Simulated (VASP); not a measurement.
VASP ran on this input.

File POSCAR:
```
TiSb2
1
   -3.3514550000     3.3514550000     2.8979900000
    3.3514550000    -3.3514550000     2.8979900000
    3.3514550000     3.3514550000    -2.8979900000
Ti Sb
2 4
Direct
  0.2500000000   0.2500000000   0.0000000000
  0.7500000000   0.7500000000   0.0000000000
  0.6520400000   0.8479600000   0.5000000000
  0.3479600000   0.1520400000   0.5000000000
  0.8479600000   0.3479600000   0.1959200000
  0.1520400000   0.6520400000   0.8040800000
```

File KPOINTS:
```
K-points
0
gamma
5 5 5
0 0 0
```

### INCAR
```
# general
SYSTEM   =  TiSb2
PREC     =  Accurate
ENCUT    =  300   # plane-wave cut-off (eV)
LREAL    =  .FALSE.
LASPH    =  .TRUE.

# electronic loop
EDIFF    =  1E-6   # SCF stop (eV)
NELM     =  100
ALGO     =  Normal
LMAXMIX  =  4   # l cut-off of mixed one-centre charges

# smearing
ISMEAR   =  -1   # Fermi-Dirac
SIGMA    =  0.1   # width (eV)

# functional
GGA      =  PS

# ions
IBRION   =  2
NSW      =  50   # most ionic steps
ISIF     =  3
EDIFFG   =  -0.01

# output
LWAVE    =  .FALSE.
LCHARG   =  .FALSE.
```

POTCAR, in this order: Ti_sv Sb (PBE.64 set). Program: vasp_std.

**Question.** Write an equivalent input for Ansatz.

**Answer.** One equivalent input (not run):
Ansatz 0.2 input:
```yaml
crystal:
  lattice:
    - [-3.3514550, 3.3514550, 2.8979900]
    - [3.3514550, -3.3514550, 2.8979900]
    - [3.3514550, 3.3514550, -2.8979900]
  atoms:
    - { symbol: Ti, position: [0.2500000, 0.2500000, 0.0000000] }
    - { symbol: Ti, position: [0.7500000, 0.7500000, 0.0000000] }
    - { symbol: Sb, position: [0.6520400, 0.8479600, 0.5000000] }
    - { symbol: Sb, position: [0.3479600, 0.1520400, 0.5000000] }
    - { symbol: Sb, position: [0.8479600, 0.3479600, 0.1959200] }
    - { symbol: Sb, position: [0.1520400, 0.6520400, 0.8040800] }
kpoints:
  mp_grid: { grid: [5, 5, 5] }
hamiltonian:
  xc: pbesol
  pseudopotentials: { kind: paw }
scf:
  occupations: { method: fermi_dirac, width: 0.1 }
  max_iter: 100
relax:
  max_steps: 50
  f_tol: 0.01
  cell: {}
output: { forces: true, stress: true, eigenvalues: true }
```
The two are equivalent in intent, not identical: each code has its own PAW files, so the cut-off isn't converted (ENCUT is set for VASP's; basis.ecutwfc is left out, and Ansatz then takes the one that its files recommend); Ansatz stops its SCF on the density residual and VASP on the energy change (EDIFF).

The structure comes from a computed database's TiSb2 entry (I4/mcm); how it stands against other phases isn't given here. This run relaxes it. Symmetry was kept, so distortions that lower it aren't found. The run is one of a series of settings (EDIFFG = -0.01, IBRION = 2, ISIF = 3, NSW = 50 against the base run), some of them coarse on purpose.
